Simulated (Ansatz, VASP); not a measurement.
# SbP in two plane-wave programs, part 2 of 2

One calculation is typed for both programs; each brings its own data sets. How far apart do they land? The cell is generated by rule, not measured, and may not be a known phase. The cell is taken from a series of runs on this material, whose earlier steps may have relaxed, scaled, displaced or heated it; both programs get it as it stands.

VASP 6.6.1 and Ansatz 0.2.0.

So far: The starting structure; VASP: zone-centre phonons, LDA.

The structure was built from a prototype and need not be the compound's stable phase.

## Step 3: Ansatz: zone-centre phonons, LDA

Level of this step: Ansatz beside VASP: Kohn-Sham DFT, plane waves, LDA (Ansatz).

Ansatz runs on its default PAW (the set named soft_2) files.

The same cell, functional (in two slightly different forms), mesh and smearing now go to Ansatz, which takes its cutoff from its data sets.

Contents of input.yaml:

```yaml
crystal:
  lattice:
    - [4.6517605951, -3.0644e-06, 0.0]
    - [-2.3258776437, 4.0285443799, 0.0]
    - [0.0, 0.0, 5.5486638842]
  atoms:
    - { symbol: Sb, position: [0.3333333333, 0.6666666667, 0.25] }
    - { symbol: Sb, position: [0.6666666667, 0.3333333333, 0.75] }
    - { symbol: P, position: [0.6666666667, 0.3333333333, 0.25] }
    - { symbol: P, position: [0.3333333333, 0.6666666667, 0.75] }
kpoints:
  mp_grid: { grid: [10, 10, 6] }
hamiltonian:
  xc: lda
scf:
  occupations: { method: methfessel_paxton, width: 0.15 }
output:
  eigenvalues: true
phonons:
  method: dfpt
  qmesh: [2, 2, 1]
  temperatures: { t_max: 1000, t_step: 50 }
  qpath:
    path:
      - [[0.0, 0.0, 0.0], [0.5, 0.0, 0.0], [0.33333333, 0.33333333, 0.0], [0.0, 0.0, 0.0], [0.0, 0.0, 0.5], [0.5, 0.0, 0.5], [0.33333333, 0.33333333, 0.5], [0.0, 0.0, 0.5]]
      - [[0.5, 0.0, 0.5], [0.5, 0.0, 0.0]]
      - [[0.33333333, 0.33333333, 0.5], [0.33333333, 0.33333333, 0.0]]
    npoints: 10
```

Started as:

```bash
> ansatz run input.yaml --threads 4 --pin off --max-ram 7168MiB --backend cpu --events-out ev --progress --plain --runs-dir out
```

Numbers of over 12 decimals in the logs are rounded to 6 here.

What it wrote:

```text
Engine: ansatz 0.2.0, aarch64-unknown-linux-gnu
Pseudopotentials: kind: paw
Pseudopotential: Sb, paw, valence charge 15, recommended cutoff 420 eV (normal), Sb.paw.azcp
Pseudopotential: P, paw, valence charge 5, recommended cutoff 420 eV (normal), P.paw.azcp
Functional definition: SPW92
  exchange = slater_x
  correlation = pw_c
Crystal: 4 atoms, lattice volume = 103.981 Å³
Basis set: ecut = 420 eV, 2029 PW (Γ), exchange–correlation on 64×64×80 points (8 copies of the dense FFT grid, shifted against one another)
Bands: 24, of which v1, the nominal top of the filled ones, is band 20 counted from 1 (19 counted from 0)
Symmetry: 24 space group operations
k-points: 56 of 600
Non-local potential: Sb, projectors of the file, l = 0: 2, l = 1: 2, l = 2: 2, l = 3: 2
Non-local potential: P, projectors of the file, l = 0: 2, l = 1: 2, l = 2: 2
PAW form: soft (Blöchl's): semilocal exchange-correlation on the pseudo side does not see the compensation charge
PAW frozen core: Sb, regenerated for the run's functional, and the local potential with it (the file was generated under x = pbe(κ = 0.804, μ = 0.219515), c = pbe(β = 0.066725))
PAW frozen core: P, regenerated for the run's functional, and the local potential with it (the file was generated under x = pbe(κ = 0.804, μ = 0.219515), c = pbe(β = 0.066725))
PAW one-centre angular grid: Sb, 590 points (default); XC on 64 Gauss nodes
PAW one-centre angular grid: P, 110 points (default); XC on 64 Gauss nodes
Initial density: superposition of atomic densities (neutral atoms: chi_scale 0, normalization atom), corrected by the library's trained network
Initial wavefunctions: pseudopotential atomic-orbital guess
Functional: x = slater, c = lda
SCF iter   1: F=—  HF=-14122.346411 eV  |F-HF|=—  |Δ(HF+E_count)|=         —  Δρ=6.48e-3  dr2=4.44e-2  ethr=1.77e-3  ⟨swp⟩=8.4  Hψ=15311  notcnv=0
automatic band count: the SCF goes on with 28 bands, as 24 were too few: they end inside the smearing window of the response
preconditioner: auto → LDOS  [metal: Δε(μ)=0.035 eV  Ē_g=9.250 eV  σ=0.150 eV  W_gap=0.20  n_scr=22 (ndim 8)  ℏωp=16.3 eV  f_vac=0.049  D(μ)=2.00/eV (n_scr^D=8)  β→1.0]
SCF iter   2: F=—  HF=-14122.329698 eV  |F-HF|=—  |Δ(HF+E_count)|=   1.67e-2  S|Δr|=    0.00e0  Δρ=7.48e-4  dr2=5.53e-4  ethr=1.11e-4  ⟨swp⟩=2.4  Hψ=2446  notcnv=0
SCF iter   3: F=—  HF=-14122.329533 eV  |F-HF|=—  |Δ(HF+E_count)|=   1.64e-4  S|Δr|=    0.00e0  Δρ=4.43e-4  dr2=1.37e-4  ethr=1.38e-6  ⟨swp⟩=2.5  Hψ=2653  notcnv=0
SCF iter   4: F=—  HF=-14122.329449 eV  |F-HF|=—  |Δ(HF+E_count)|=   8.44e-5  S|Δr|=    0.00e0  Δρ=7.43e-5  dr2=6.48e-6  ethr=3.42e-7  ⟨swp⟩=2.0  Hψ=2583  notcnv=0
SCF iter   5: F=—  HF=-14122.329446 eV  |F-HF|=—  |Δ(HF+E_count)|=   2.66e-6  S|Δr|=    0.00e0  Δρ=1.42e-5  dr2=3.57e-7  ethr=1.62e-8  ⟨swp⟩=2.1  Hψ=2599  notcnv=0
SCF iter   6: F=—  HF=-14122.329445 eV  |F-HF|=—  |Δ(HF+E_count)|=   1.56e-6  S|Δr|=    0.00e0  Δρ=2.07e-6  dr2=7.45e-9  ethr=8.93e-10  ⟨swp⟩=2.1  Hψ=1872  notcnv=0
SCF iter   7: F=—  HF=-14122.329445 eV  |F-HF|=—  |Δ(HF+E_count)|=   1.08e-9  S|Δr|=    0.00e0  Δρ=4.04e-7  dr2=3.02e-10  ethr=1.86e-11  ⟨swp⟩=2.3  Hψ=2140  notcnv=0
SCF iter   8: F=-14122.329445 eV  HF=-14122.329445 eV  |F-HF|=0.00e0  |Δ(HF+E_count)|=  2.18e-11  S|Δr|=    0.00e0  Δρ=8.71e-8  dr2=7.00e-12  ethr=1.00e-12  ⟨swp⟩=10.8  Hψ=10255  notcnv=0
SCF 1 converged in 8 iterations: F = -14122.329445 eV  dr2 = 7.00e-12
  greatest PAW one-centre occupation: 0.998 electrons in one spin orbital (limit 2), on the Sb atom at site 1 (counted from 0), in its partial waves of l = 2
phonons: the bands overlap, so this run is a metal and interpolates without the dipole-dipole term. If the crystal is really an insulator or semiconductor, its LO-TO splitting is missing
NSCF: frozen V_eff on 56 k-points
WARN: eigensolver did not converge in 10 slots of this pass, the one above among them; of largest residual over every band (k=52): 1 band(s) unlocked (lowest unlocked band 27, counted from 0; max residual 5.03e-3 eV among the unlocked bands, 5.03e-3 eV over every band); of lowest unlocked band (k=12): band 27
NSCF: frozen V_eff on 208 k-points
DFPT response loops at q = (0, 0, 0) (fractional): preconditioner auto → Kerker (q_TF=auto, 2.327 Å⁻¹) (partly filled bands, converged f_vac=0.050); β = 1.00, the filter's whole step (`scf.mixing.beta` (0.50) is not read by the response loops under this deck's `scf.mixing.preconditioner`; to damp them name `kerker` or `kerker_dos`, under which they read `scf.mixing.beta`, and type it under 1.00, their step now; both keys bind the ground state too); Broyden in place of MSR1
NSCF: frozen V_eff on 416 k-points
DFPT response loops at q = (0, -0.5, 0) (fractional): mixed as the last ones told, above
SCF converged after 8 iterations
Stability not checked: this state was not tested for a lower state beside it, because cold or Methfessel-Paxton smearing, or corrected tetrahedra, fill the levels in a way that the test cannot read (fill_not_monotonic; see scf.lower_state_search)
Free energy (F): -14122.329445 eV
Harris-Foulkes:  -14122.329445 eV  (|F-HF|=0.00e0)
Internal energy: -14122.330658 eV  (E = F + TS)
E sigma→0 (E₀):  -14122.329748 eV
Entropy (-TS):   0.001214 eV (0.303 meV/atom)
Fermi energy:    8.169121 eV
--- Per-component energies (eV) ---
  E_band       = -379.107780
  E_kinetic    = 556.239700
  E_local      = -3758.081316  (includes V_loc(G=0)·N_el)
  E_nonlocal   = 803.458008
  E_hartree    = 1670.316011
  E_xc         = -397.547818
  E_vxc        = -315.666985  (∫ρ·V_xc dr)
  E_paw        = -9932.518590  (= ΣΔE_a)
  E_vpaw       = -1005.689312  (= ΣTr[D̂ρ^β])
  E_aug_tail   = 0.000002  (compensation charges beyond the density's cutoff)
  E_ewald      = -3065.549007
  E_core_change = 1.352350  (= ΣΔE_core)
  E_smearing   = 0.001214  (= −TS)
  E_closure    = 0.000000  (closes the sum)
  Σ components = -14122.329445   (vs F -14122.329445, Δ=0.00e0)
--- Band table (eV; the first three rows and the last of 56) ---
  k-point 0: bands = [... 16 lower, 4.0149, 5.8940, 5.9704, 5.9704, 7.9175, 7.9175, 10.5657, 10.5657, ... 4 higher]
  k-point 1: bands = [... 16 lower, 3.7811, 5.7491, 5.7491, 6.8780, 8.0044, 8.0044, 10.2325, 10.2325, ... 4 higher]
  k-point 2: bands = [... 16 lower, 4.1078, 5.2155, 5.2155, 8.1854, 8.3093, 8.3093, 9.0694, 9.5360, ... 4 higher]
  k-point 55: bands = [... 16 lower, 6.9414, 6.9414, 8.0113, 8.0113, 8.8033, 8.8033, 9.3766, 9.3766, ... 4 higher]
--- Phonons (Γ-DFPT): 4 representative perturbations + reference (Σ response iterations 12) ---
  ASR residual: 2.972e-5 → 0.000e0 eV/Å²; symmetrization residual: 3.558e-5 eV/Å²
  ASR residual per site (eV/Å²): 2.97e-5 2.97e-5 2.48e-5 2.48e-5
  Γ frequencies (cm⁻¹): -165.72 0.00 0.00 0.00 19.59 19.59 91.84 152.82 152.82 184.06 184.06 246.79
--- Phonons (arbitrary-q DFPT): 2 irreducible q on the 2×2×1 mesh ---
  q = [0.0000, 0.0000, 0.0000] (star 1, of the zone-centre solve; hermiticity 1.60e-5, symmetrization 3.14e-7): -165.72 -0.00 -0.00 0.00 19.59 19.59 91.84 152.82 152.82 184.06 184.06 246.79
  q = [0.0000, -0.5000, 0.0000] (star 3, 6 solved perturbations in 1080 linear systems a pass and spin channel, the states on 208 of 600 k-point pairs; hermiticity 8.73e-5, symmetrization 1.23e-5): -80.28 54.18 56.92 61.80 76.33 92.17 101.40 118.64 152.57 153.26 167.57 208.36
  sum rule: each row above includes the acoustic sum rule's correction from the zone centre's row sums; it moved no ω² by more than (0.47 cm⁻¹)²
  mesh force constants: q→R imaginary residual 1.24e-17; ASR residual 2.972e-5 → 0.000e0 eV/Å²; symmetrization residual 3.553e-15 eV/Å²
  interpolated dispersion: 93 rows × 12 modes
  density of states and harmonic sums: on the 16×16×11 q-mesh, interpolated from the force constants of a 2×2×1 supercell (no non-analytic term)
  largest difference from the sums on the solved wave vectors: F 2.09e-1 eV, S 2.88e-4 and C_V 8.26e-5 eV/K
  zero-point energy: 0.075909 eV/cell   skipped modes (ω ≤ 0): 165, of them read as no rigid motion or as one in doubt: 162 (8.239e-1 modes/cell left out, lowest -165.72 cm⁻¹)   left out of the sums: 6.87e-2 of the cell's modes: C_V's classical limit lies that fraction below 3 k_B per atom; for a crystal, a wire or a layer, F and S can be off by more, and a phonons.interpolated_qmesh denser along its periods is the remedy for the sampling
```

Reading the cycles: dr2 is the Hartree energy of the density residual (eV), the measure of convergence; HF is the Harris–Foulkes estimate of the energy, which meets the free energy F at convergence.

## Step 4: Side by side

Known differences besides the potentials themselves: the two LDA forms differ slightly; VASP's run holds the zone centre alone; the data sets hold 40 valence electrons in Ansatz (on its default PAW (the set named soft_2) files) and 20 in VASP; the cutoff is 420 eV in Ansatz and 500 eV in VASP; VASP's log shows a relativistic correction to its local exchange, Ansatz's none. Total energies have different zeros and are not compared.

Both answers:

```csv
quantity,Ansatz,VASP,difference
"optical mode 1 (imaginary, printed as negative) (cm⁻¹)",-165.7,-159.6,-6.1
optical mode 2 to 3 (cm⁻¹),19.6,22.1,-2.5
optical mode 4 (cm⁻¹),91.8,92.2,-0.40 %
optical mode 5 to 6 (cm⁻¹),152.8,157.4,-2.89 %
optical mode 7 to 8 (cm⁻¹),184.1,187.3,-1.71 %
optical mode 9 (cm⁻¹),246.8,253.4,-2.63 %
```

Modes are paired by rising frequency, not by their patterns, so a pair may set unlike modes beside each other; they are those without the splitting of longitudinal modes.

## Step 5: Outcome

| Property | Result |
| --- | --- |
| r.m.s. difference of the optical zone-centre modes, each program's sorted by frequency (zone-centre phonons, LDA) | 4.2 cm⁻¹ |
| difference in optical mode 5 to 6 (zone-centre phonons, LDA) | -2.9 % |

In words: The r.m.s. difference of the optical zone-centre modes, each program's sorted by frequency is 4.2 cm⁻¹ (zone-centre phonons, LDA). The data sets hold unlike numbers of valence electrons (40 in Ansatz and 20 in VASP), so part of the differences comes from the potentials. Among the rows given in per cent, the largest difference of the zone-centre phonons, LDA pair is in optical mode 5 to 6, -2.9 %. Such differences can come from data sets, numerical settings and the points named under the comparisons, not from the functional's error against experiment.

[Lines on the potential files, build, host, timing and source positions are cut from VASP's logs without a mark.]

[Logs are printed without paths, hosts, clocks, repeated set-up lines and the standing remarks that a program may print on its own settings, such as how far it seeks lower states.]

[Hosts, paths, dates, database ids (printed as entryN), source tags and the programs' standing remarks are cut or masked in the printed files.]
